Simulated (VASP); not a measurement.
The system is BaZrO3.

```
Ba Zr O
1.0
     4.23495    0.00000    0.00000
     0.00000    4.23495    0.00000
     0.00000    0.00000    4.23495
Ba Zr O
1 1 3
Direct
  0.00000 0.00000 0.00000
  0.50000 0.50000 0.50000
  0.50000 0.50000 0.00000
  0.00000 0.50000 0.50000
  0.50000 0.00000 0.50000
```

The cell was built by a generator and needn't be a form met in nature.

Base run:

```yaml
Program: VASP 6.6.1
Functional: HSE06
Potentials_or_basis: VASP PAW PBE potentials, release 64 (Ba_sv, Zr_sv, O)
Cutoff: 520 eV
k_mesh: 6 × 6 × 6
Occupations: gaussian, width 0.02 eV
Spin: no spin polarisation
```

Its results: band gap on the k mesh 4.62 eV, indirect (least direct gap 4.93 eV); pressure -3.8 GPa.

Question: After a change of settings the same cell gave: band gap on the k mesh 5.35 eV, indirect (least direct gap 5.67 eV); pressure -3.9 GPa. Which change was it?
A. functional from HSE06 to r2SCAN; further incar settings from ALGO = Normal; EDIFF = 1e-06 to ALGO = Normal; EDIFF = 1e-06; NBANDS = 28
B. functional from HSE06 to PBE0; k mesh from 6 × 6 × 6 to 4 × 4 × 4
C. functional from HSE06 to r2SCAN

Answer: B.

Caveats: the PAW data sets were made with another functional, which shifts forces and pressure a little; spin-orbit coupling is left out, which moves the levels of the heavy elements.

Runs at the PBE level aren't shown here.
